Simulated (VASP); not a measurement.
BAs (zinc blende): the LDA gap over mesh and path against the volume, with the cell scaled uniformly; LDA's own equilibrium is at 13.332 Å³/atom. VASP (PAW), 520 eV cut-off, 11×11×11 Γ-centred mesh, Gaussian smearing of 0.050 eV, potentials B As.  Fit the value as a straight line in ln V.

```json
[
 {"V (Å³/atom)": "11.732", "LDA gap over mesh and path (eV)": "0.982"},
 {"V (Å³/atom)": "12.132", "LDA gap over mesh and path (eV)": "1.015"},
 {"V (Å³/atom)": "12.532", "LDA gap over mesh and path (eV)": "1.046"},
 {"V (Å³/atom)": "12.932", "LDA gap over mesh and path (eV)": "1.075"},
 {"V (Å³/atom)": "13.332", "LDA gap over mesh and path (eV)": "1.103"},
 {"V (Å³/atom)": "13.732", "LDA gap over mesh and path (eV)": "1.129"}
]
```

Question: Fit the rows as the text says and predict the value at 14.132.

Answer: The slope against ln V is 0.93 eV, the volume deformation potential of this gap. The line misses the rows by up to 0.001 and gives 1.157 at 14.132. The run gave 1.154, -0.003 from the line.

Left out are failed runs and those whose mesh is unfit for this quantity.

The compound is BAs in the zinc blende structure.
